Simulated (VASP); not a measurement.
# Which magnetic order does MnCuO2 (Crednerite) take?, part 4 of 4

Wanted: the lowest of several collinear orders of MnCuO2 (Crednerite). The start is a cell from a database of measured crystal structures.

VASP 6.6.1, plane waves and PAW; the level of theory is named at each step.

So far, largest spin moment in the PAW sphere (μB): step 3 (magnetic order, start order fm, signs ++++, LDA, DFT+U, from parallel moments) 3.69; step 4 (magnetic order, start order ferri 1, signs ++--) 3.69; step 5 (magnetic order, start order AFM 2, signs +-+-) 3.60; step 6 (magnetic order, start order ferri 3, signs +-++) 3.69.

The database entry behind the starting cell differs from later determinations by our own check (a about 1 % short, old inner coordinates), so it need not match the best structure at ambient conditions.

### 7. Magnetic order, start order ferri 4, signs +++-

Level of this step: LDA, DFT+U (Cu d 6 eV, Mn d 2 eV), spin-polarised, from moments of both signs; plane waves and PAW (Cu, Mn, O) (VASP).

The input, INCAR:

```
SYSTEM = MnCuO2
PREC = Accurate
ENCUT = 480
EDIFF = 1E-06
NELM = 150
ISMEAR = 0
SIGMA = 0.05
LREAL = .FALSE.
ALGO = Normal
GGA = CA
NBANDS = 44
ISPIN = 2
MAGMOM = 0.6 0.6 4 -4 0 0 0 0
LDAU = .TRUE.
LDAUTYPE = 2
LDAUL = 2 2 -1
LDAUU = 6 2 0
LDAUJ = 0 0 0
LDAUPRINT = 1
LASPH = .TRUE.
LMAXMIX = 4
LORBIT = 11
LWAVE = .FALSE.
LCHARG = .FALSE.
KPAR = 2
AMIX = 0.2
BMIX = 1E-04
AMIX_MAG = 0.8
BMIX_MAG = 1E-04
```

The input, POSCAR:

```
MnCuO2
1.0
    2.7174761298     -1.4276487523     -0.0161108831
    5.4349032999      2.8551777669     -0.0321518612
   -1.4946150371      0.0000824434      5.6255230177
Cu Mn O
2 2 4
Direct
    0.5000000000      0.2500000000      0.5000000000
    0.5000000000      0.7500000000      0.5000000000
    0.0000000000      0.0000000000      0.0000000000
    0.0000000000      0.5000000000      0.0000000000
    0.5891708122      0.2945953265      0.8180175100
    0.5891708122      0.7945953265      0.8180175100
    0.4108291878      0.2054046735      0.1819824900
    0.4108291878      0.7054046735      0.1819824900
```

The input, KPOINTS:

```
Automatic mesh
0
Gamma
7 4 3
0 0 0
```

PAW data sets: Cu, Mn and O (LDA family, release 64).

The run is started by

```bash
$ mpirun -np 2 vasp_std
```

The program printed:

```text
[... set-up lines as in an earlier step ...]
 entering main loop
       N       E                     dE             d eps       ncg     rms          rms(c)
DAV:   1     0.710937455770E+03    0.71094E+03   -0.24522E+04  7880   0.181E+03
DAV:   2     0.888187935899E+02   -0.62212E+03   -0.57660E+03  7612   0.447E+02
DAV:   3    -0.537530351330E+02   -0.14257E+03   -0.13133E+03  9580   0.232E+02
DAV:   4    -0.657956402387E+02   -0.12043E+02   -0.11852E+02 11452   0.773E+01
[...]
DAV:  15    -0.556213738908E+02    0.33536E-05   -0.22265E-05 12768   0.630E-02    0.239E-02
DAV:  16    -0.556213729238E+02    0.96707E-06   -0.20060E-05 10228   0.731E-02    0.167E-02
DAV:  17    -0.556213730221E+02   -0.98313E-07   -0.26479E-06  6588   0.324E-02
   1 F= -.55621373E+02 E0= -.55621373E+02  d E =-.343187E-12  mag=     0.0000
```

Run time: 3.2 min. Hardware: 2 MPI ranks of Intel Xeon Platinum 8259CL at 2.50GHz (Skylake/Cascade Lake), shared host; peak memory 0.65 GiB; 5.6 min of CPU time.

From OUTCAR (step 7):

```text
  Total       -0.3992044     -1.2247817     -0.4810452     -0.4148507      0.4214051      0.2156090
  in kB       -7.3382217    -22.5140808     -8.8426287     -7.6258331      7.7463181      3.9633490
  external PRESSURE =     -12.8983104 kB  Pullay stress =       0.0000000 kB

 POSITION                                       TOTAL-FORCE (eV/Angst)
 -----------------------------------------------------------------------------------
      1.97016      0.00001      2.79667         0.000020      0.000022      0.000132
      4.68761      1.42760      2.78059        -0.000020     -0.000022     -0.000132
      0.00000      0.00000      0.00000        -0.000000     -0.000000     -0.000000
      2.71745      1.42759     -0.01608        -0.000000      0.000000     -0.000000
      1.97953      0.00006      4.58281        -0.004612     -0.100144      0.063600
      4.69699      1.42765      4.56674        -0.004640     -0.100356      0.063936
      1.96078     -0.00004      1.01052         0.004640      0.100356     -0.063936
      4.67823      1.42755      0.99445         0.004612      0.100144     -0.063600
 -----------------------------------------------------------------------------------
    total drift:                                0.000000     -0.000000     -0.000000

  FREE ENERGIE OF THE ION-ELECTRON SYSTEM (eV)
  ---------------------------------------------------
  free  energy   TOTEN  =       -55.6213730221 eV

  energy  without entropy=      -55.6213730221  energy(sigma->0) =      -55.62137302

 magnetization (x)
# of ion       s       p       d       tot
------------------------------------------
    1        0.000   0.000  -0.000  -0.000
    2        0.000   0.000  -0.000  -0.000
    3        0.021   0.021   3.555   3.597
    4       -0.021  -0.021  -3.555  -3.597
    5       -0.007  -0.035   0.000  -0.042
    6        0.007   0.035   0.000   0.042
    7        0.007   0.035   0.000   0.042
    8       -0.007  -0.035   0.000  -0.042
--------------------------------------------------
tot          0.000  -0.000  -0.000  -0.000

[... 2 parts as in an earlier step ...]

[... 1 further part left out ...]
[key lines of the parts left out:]
E-fermi :   4.5898
```

The largest moment at the end is 3.60 μB, and the moments of the cell sum to 0.00 μB.

### 8. The series together

Times are for 2 MPI ranks of Intel Xeon Platinum 8259CL at 2.50GHz (Skylake/Cascade Lake), shared host. The runs compared:

```csv
no.,start order,energy at zero smearing less the lowest (eV),"moment of the cell, from the last line of the log (μB)",time,memory (GiB)
1,fm,0.1531,8,3.3 min,0.65
2,ferri 1,0.1531,-8,3.3 min,0.66
3,afm 2,0,0,3.2 min,0.65
4,ferri 3,0.1531,8,3.3 min,0.66
5,ferri 4,7.00e-8,0,3.2 min,0.65
```

### 9. No spin polarisation

This step: LDA, DFT+U (Cu d 6 eV, Mn d 2 eV), no spin polarisation; plane waves and PAW (Cu, Mn, O) (VASP 6.6.1).

A run without spin shows what magnetism as such gains.

Edit INCAR of step 7 so:

```diff
@@ -10,5 +10,3 @@
 GGA = CA
-NBANDS = 44
-ISPIN = 2
-MAGMOM = 0.6 0.6 4 -4 0 0 0 0
+NBANDS = 38
 LDAU = .TRUE.
```

POSCAR is that of step 7.

KPOINTS is that of step 7.

The run is started by

```bash
$ mpirun -np 2 vasp_std
```

The program printed:

```text
[... set-up lines as in an earlier step ...]
 entering main loop
       N       E                     dE             d eps       ncg     rms          rms(c)
DAV:   1     0.722349968350E+03    0.72235E+03   -0.25699E+04  3332   0.213E+03
DAV:   2     0.103005058187E+03   -0.61934E+03   -0.59532E+03  3268   0.502E+02
DAV:   3    -0.483819235829E+02   -0.15139E+03   -0.14179E+03  5114   0.259E+02
DAV:   4    -0.620808643572E+02   -0.13699E+02   -0.13350E+02  5008   0.955E+01
DAV:   5    -0.624279051724E+02   -0.34704E+00   -0.34194E+00  4990   0.172E+01    0.319E+01
DAV:   6    -0.538765773263E+02    0.85513E+01   -0.57618E+01  5402   0.776E+01    0.277E+01
DAV:   7    -0.527128923944E+02    0.11637E+01   -0.77646E+01  5896   0.134E+02    0.163E+01
DAV:   8    -0.518044806438E+02    0.90841E+00   -0.35832E+00  5198   0.258E+01    0.102E+01
DAV:   9    -0.516053960448E+02    0.19908E+00   -0.37468E+00  4414   0.674E+01    0.601E+00
DAV:  10    -0.515469246899E+02    0.58471E-01   -0.96568E-01  5058   0.168E+01    0.194E+00
DAV:  11    -0.515128606004E+02    0.34064E-01   -0.16636E-01  5310   0.105E+01    0.906E-01
DAV:  12    -0.515244333018E+02   -0.11573E-01   -0.85103E-02  4880   0.348E+00    0.742E-01
DAV:  13    -0.515231691177E+02    0.12642E-02   -0.35737E-03  4792   0.124E+00    0.594E-01
DAV:  14    -0.515258663145E+02   -0.26972E-02   -0.18900E-02  5458   0.299E+00    0.281E-01
DAV:  15    -0.515262965602E+02   -0.43025E-03   -0.30605E-03  5094   0.795E-01    0.168E-01
DAV:  16    -0.515262956900E+02    0.87016E-06   -0.33940E-04  4548   0.204E-01    0.124E-01
DAV:  17    -0.515264884699E+02   -0.19278E-03   -0.14504E-03  5762   0.472E-01    0.757E-02
DAV:  18    -0.515265429856E+02   -0.54516E-04   -0.24768E-04  4642   0.136E-01    0.500E-02
DAV:  19    -0.515265609028E+02   -0.17917E-04   -0.89135E-05  6336   0.132E-01    0.401E-02
DAV:  20    -0.515266037763E+02   -0.42873E-04   -0.40463E-04  5992   0.388E-01    0.523E-02
DAV:  21    -0.515265955690E+02    0.82073E-05   -0.99839E-05  5886   0.230E-01    0.242E-02
DAV:  22    -0.515265958455E+02   -0.27651E-06   -0.20353E-05  4938   0.488E-02    0.156E-02
DAV:  23    -0.515265968081E+02   -0.96257E-06   -0.89397E-06  3776   0.414E-02
   1 F= -.51526597E+02 E0= -.51521934E+02  d E =-.932489E-02
```

It took 1.9 min on 2 MPI ranks; peak memory 0.49 GiB.

Parts of OUTCAR (step 9):

```text
   k-points           NKPTS =     43   k-points in BZ     NKDIM =     43   number of bands    NBANDS=     38

   NELECT =      60.0000    total number of electrons

atom =   1  type =  1  l = 2

 onsite density matrix

spin component  1

  0.9549 -0.0013  0.0001 -0.0001  0.0000
 -0.0013  0.9671  0.0000 -0.0001  0.0000
  0.0001  0.0000  0.8793 -0.0005 -0.0020
 -0.0001 -0.0001 -0.0005  0.9640  0.0015
  0.0000  0.0000 -0.0020  0.0015  0.9542

spin component  2

 occupancies and eigenvectors

  o =  0.8793  v =  0.0014  0.0003 -0.9996 -0.0055 -0.0271  0.0000  0.0000  0.0000  0.0000  0.0000      0.0000  0.0000  0.0000  0.0000  0.0000  0.0000  0.0000  0.0000  0.0000  0.0000
  o =  0.8793  v =  0.0000  0.0000  0.0000  0.0000  0.0000  0.0014  0.0003 -0.9996 -0.0055 -0.0271      0.0000  0.0000  0.0000  0.0000  0.0000  0.0000  0.0000  0.0000  0.0000  0.0000
  o =  0.9541  v =  0.0000  0.0000  0.0000  0.0000  0.0000  0.0406  0.0065  0.0260  0.1519 -0.9872      0.0000  0.0000  0.0000  0.0000  0.0000  0.0000  0.0000  0.0000  0.0000  0.0000
  o =  0.9541  v =  0.0406  0.0065  0.0260  0.1519 -0.9872  0.0000  0.0000  0.0000  0.0000  0.0000      0.0000  0.0000  0.0000  0.0000  0.0000  0.0000  0.0000  0.0000  0.0000  0.0000
  o =  0.9548  v =  0.9937  0.1039  0.0003  0.0028  0.0419  0.0000  0.0000  0.0000  0.0000  0.0000      0.0000  0.0000  0.0000  0.0000  0.0000  0.0000  0.0000  0.0000  0.0000  0.0000
  o =  0.9548  v =  0.0000  0.0000  0.0000  0.0000  0.0000  0.9937  0.1039  0.0003  0.0028  0.0419      0.0000  0.0000  0.0000  0.0000  0.0000  0.0000  0.0000  0.0000  0.0000  0.0000
  o =  0.9643  v =  0.0000  0.0000  0.0000  0.0000  0.0000  0.0107 -0.0153  0.0095 -0.9882 -0.1515      0.0000  0.0000  0.0000  0.0000  0.0000  0.0000  0.0000  0.0000  0.0000  0.0000
  o =  0.9643  v =  0.0107 -0.0153  0.0095 -0.9882 -0.1515  0.0000  0.0000  0.0000  0.0000  0.0000      0.0000  0.0000  0.0000  0.0000  0.0000  0.0000  0.0000  0.0000  0.0000  0.0000
  o =  0.9672  v = -0.1039  0.9945  0.0003 -0.0165 -0.0003  0.0000  0.0000  0.0000  0.0000  0.0000      0.0000  0.0000  0.0000  0.0000  0.0000  0.0000  0.0000  0.0000  0.0000  0.0000
  o =  0.9672  v =  0.0000  0.0000  0.0000  0.0000  0.0000 -0.1039  0.9945  0.0003 -0.0165 -0.0003      0.0000  0.0000  0.0000  0.0000  0.0000  0.0000  0.0000  0.0000  0.0000  0.0000

atom =   2  type =  1  l = 2

 onsite density matrix

spin component  1

spin component  2

 occupancies and eigenvectors

atom =   3  type =  2  l = 2

 onsite density matrix

spin component  1

  0.7071  0.2362  0.0011 -0.0004 -0.0039
  0.2362  0.4838  0.0006 -0.0002 -0.0018
  0.0011  0.0006  0.5973  0.0117 -0.0468
 -0.0004 -0.0002  0.0117  0.4246 -0.1343
 -0.0039 -0.0018 -0.0468 -0.1343  0.3221

spin component  2

 occupancies and eigenvectors

  o =  0.2268  v = -0.0072  0.0005 -0.0868 -0.5561 -0.8265  0.0000  0.0000  0.0000  0.0000  0.0000      0.0000  0.0000  0.0000  0.0000  0.0000  0.0000  0.0000  0.0000  0.0000  0.0000
  o =  0.2268  v =  0.0000  0.0000  0.0000  0.0000  0.0000 -0.0072  0.0005 -0.0868 -0.5561 -0.8265      0.0000  0.0000  0.0000  0.0000  0.0000  0.0000  0.0000  0.0000  0.0000  0.0000
  o =  0.3342  v =  0.0000  0.0000  0.0000  0.0000  0.0000 -0.5351  0.8448  0.0006  0.0039  0.0026      0.0000  0.0000  0.0000  0.0000  0.0000  0.0000  0.0000  0.0000  0.0000  0.0000
  o =  0.3342  v = -0.5351  0.8448  0.0006  0.0039  0.0026  0.0000  0.0000  0.0000  0.0000  0.0000      0.0000  0.0000  0.0000  0.0000  0.0000  0.0000  0.0000  0.0000  0.0000  0.0000
  o =  0.5036  v =  0.0024  0.0034  0.3478 -0.7944  0.4980  0.0000  0.0000  0.0000  0.0000  0.0000      0.0000  0.0000  0.0000  0.0000  0.0000  0.0000  0.0000  0.0000  0.0000  0.0000
  o =  0.5036  v =  0.0000  0.0000  0.0000  0.0000  0.0000  0.0024  0.0034  0.3478 -0.7944  0.4980      0.0000  0.0000  0.0000  0.0000  0.0000  0.0000  0.0000  0.0000  0.0000  0.0000
  o =  0.6135  v = -0.0072 -0.0056  0.9335  0.2442 -0.2623  0.0000  0.0000  0.0000  0.0000  0.0000      0.0000  0.0000  0.0000  0.0000  0.0000  0.0000  0.0000  0.0000  0.0000  0.0000
  o =  0.6135  v =  0.0000  0.0000  0.0000  0.0000  0.0000 -0.0072 -0.0056  0.9335  0.2442 -0.2623      0.0000  0.0000  0.0000  0.0000  0.0000  0.0000  0.0000  0.0000  0.0000  0.0000
  o =  0.8568  v = -0.8447 -0.5351 -0.0066 -0.0020  0.0091  0.0000  0.0000  0.0000  0.0000  0.0000      0.0000  0.0000  0.0000  0.0000  0.0000  0.0000  0.0000  0.0000  0.0000  0.0000
  o =  0.8568  v =  0.0000  0.0000  0.0000  0.0000  0.0000 -0.8447 -0.5351 -0.0066 -0.0020  0.0091      0.0000  0.0000  0.0000  0.0000  0.0000  0.0000  0.0000  0.0000  0.0000  0.0000

atom =   4  type =  2  l = 2

 onsite density matrix

spin component  1

spin component  2

 occupancies and eigenvectors

 E-fermi :   4.3496

 k-point     1 :       0.0000    0.0000    0.0000
  band No.  band energies     occupation
    ...
     27       3.3811      2.00000
     28       3.4605      2.00000
     29       3.4629      2.00000
     30       4.1585      2.00000
     31       4.1848      2.00000
     32       4.4496      0.00469
     33       6.1606      0.00000
     34       6.3192      0.00000
     35       6.9163      0.00000
     36       6.9543      0.00000
    ...

 k-point     2 :       0.1429    0.0000    0.0000
  band No.  band energies     occupation
    ...
     27       3.6270      2.00000
     28       3.7694      2.00000
     29       3.8554      2.00000
     30       4.1643      2.00000
     31       4.2252      1.99956
     32       4.4802      0.00022
     33       6.1003      0.00000
     34       6.2036      0.00000
     35       6.7779      0.00000
     36       7.0050      0.00000
    ...

  Total      -11.1654085    -10.3332685     -2.7520134     -0.0712495     -0.0142546     -4.3192783
  in kB     -205.2438407   -189.9473454    -50.5878311     -1.3097170     -0.2620297    -79.3974773
  external PRESSURE =    -148.5930057 kB  Pullay stress =       0.0000000 kB

 POSITION                                       TOTAL-FORCE (eV/Angst)
 -----------------------------------------------------------------------------------
      1.97016      0.00001      2.79667         0.000000     -0.000000      0.000000
      4.68761      1.42760      2.78059         0.000000     -0.000000      0.000000
      0.00000      0.00000      0.00000        -0.000000     -0.000000      0.000000
      2.71745      1.42759     -0.01608         0.000000     -0.000000      0.000000
      1.97953      0.00006      4.58281         1.047356      0.003557      0.533489
      4.69699      1.42765      4.56674         1.047356      0.003557      0.533489
      1.96078     -0.00004      1.01052        -1.047356     -0.003557     -0.533489
      4.67823      1.42755      0.99445        -1.047356     -0.003557     -0.533489
 -----------------------------------------------------------------------------------
    total drift:                                0.000000     -0.000000     -0.000000

  FREE ENERGIE OF THE ION-ELECTRON SYSTEM (eV)
  ---------------------------------------------------
  free  energy   TOTEN  =       -51.5265968081 eV

  energy  without entropy=      -51.5172719132  energy(sigma->0) =      -51.52193436

[... 7 parts as in an earlier step ...]

[... 8 further parts left out ...]
```

This run has no spin polarisation, so a moment on Cu and Mn, if there is one, isn't seen. The k-mesh is coarse for a metal.

This step gave:

| Item | Value |
| --- | --- |
| electronic cycles | 23 |
| free energy (TOTEN) | -51.5266 eV |
| energy at zero smearing | -51.5219 eV |
| Fermi energy | 4.350 eV |
| labelled metallic, from the levels on this mesh | yes |

Force by atom:

```csv
atom,x (eV/Å),y (eV/Å),z (eV/Å),size
Cu1,0.00,0.00,0.00,0.00
Cu2,0.00,0.00,0.00,0.00
Mn3,0.00,0.00,0.00,0.00
Mn4,0.00,0.00,0.00,0.00
O5,1.05,0.00,0.53,1.18
O6,1.05,0.00,0.53,1.18
O7,-1.05,0.00,-0.53,1.18
O8,-1.05,0.00,-0.53,1.18
```

Energy at zero smearing: -51.52193 eV.

### 10. Summary

This step: collinear magnetic orders, LDA, DFT+U (Cu d 6 eV, Mn d 2 eV); plane waves and PAW (VASP 6.6.1).

No new run; the numbers come from the runs before.

This step gave:

```
mean moment in the lowest run : 3.597 μB
```

Orders, by row:

```csv
order,signs,energy above the lowest (meV/magnetic atom),total moment (μB),mean moment on carriers (μB),gap on the mesh (eV),"signs at the end, of the atoms given a moment"
fm,++++,76.56,8,3.685,0.2051,00++
ferri 1,++--,76.56,-8,3.685,0.2052,00--
afm 2,+-+-,0,-1.20e-6,3.597,0.7943,00+-
ferri 3,+-++,76.56,8,3.685,0.2051,00++
ferri 4,+++-,0,-4.10e-5,3.597,0.7943,00+-
nm,,2050,0,0,0,-
```

### 11. Summary of results

| Quantity | Value |
| --- | --- |
| mean moment in the lowest run | 3.60 μB |

The lowest run started as afm 2 and holds 3.60 μB on average over the atoms that kept a moment; the next state, from fm, lies 76.6 meV a magnetic atom higher. The starts afm 2 and ferri 4 ended within 0.5 meV of each other, with moments of like size, so they probably reached one state. It ends with the signs 00+- and a net moment of 0.00 μB a cell: opposed moments that cancel. The starts fm, ferri 1, afm 2, ferri 3 and ferri 4 ended with other signs than typed, or lost moments. Cu started with a moment and ended without one in every run, so it isn't counted among the magnetic atoms. No other collinear orders were tried, and their comparison leaves spin-orbit coupling out. A relaxation stopped short of its threshold, at a residual force of 0.08 eV/Å, so the energy of that state, where it is used, is an upper bound.

[Lines on the potential files, build, host, timing and source positions are cut from VASP's logs without a mark.]

[Logs are printed without paths, hosts, clocks, repeated set-up lines and the standing remarks that a program may print on its own settings, such as how far it seeks lower states.]

[Hosts, paths, dates, database ids (printed as entryN), source tags and the programs' standing remarks are cut or masked in the printed files.]

[In band tables of VASP the shares of atoms and orbitals are scaled to a sum of 1 inside the atoms' spheres.]

[Runs that stopped without an error message from VASP are left out.]
